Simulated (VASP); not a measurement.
Here is the system:

```yaml
crystal:
  lattice:
    - [1.84526, -3.19609, 0.00000]
    - [1.84526, 3.19609, 0.00000]
    - [0.00000, 0.00000, 6.04162]
  atoms:
    - { symbol: Zr, position: [0.00000, 0.00000, 0.00000] }
    - { symbol: S, position: [0.34507, 0.65493, 0.23785] }
    - { symbol: S, position: [0.66667, 0.33333, 0.76215] }
```

Computed with r2SCAN meta-GGA, VASP's PBE PAW potentials (set 64) (plane waves; VASP 6.6.1). Settings: 480 eV cut-off, 6×6×4 Γ-centred mesh, Gaussian smearing of 0.050 eV, potentials Zr_sv S.

Question: Which forces act on the atoms, in eV/Å?

Answer: 
| atom | Fx | Fy | Fz |
|---|---|---|---|
| Zr1 | 0.000 | -0.096 | -0.040 |
| S2 | 0.000 | 0.316 | 0.028 |
| S3 | 0.000 | -0.220 | 0.012 |

Question: Give the stress tensor in GPa (positive for a compressed cell).

Answer: 
```
 0.66   0.00   0.00
 0.00  -0.42   1.68
 0.00   1.68   0.20
```
The pressure is its mean diagonal, 0.15 GPa.

The compound is ZrS2 in the 1T layered structure. This cell was strained or had an atom moved on purpose.
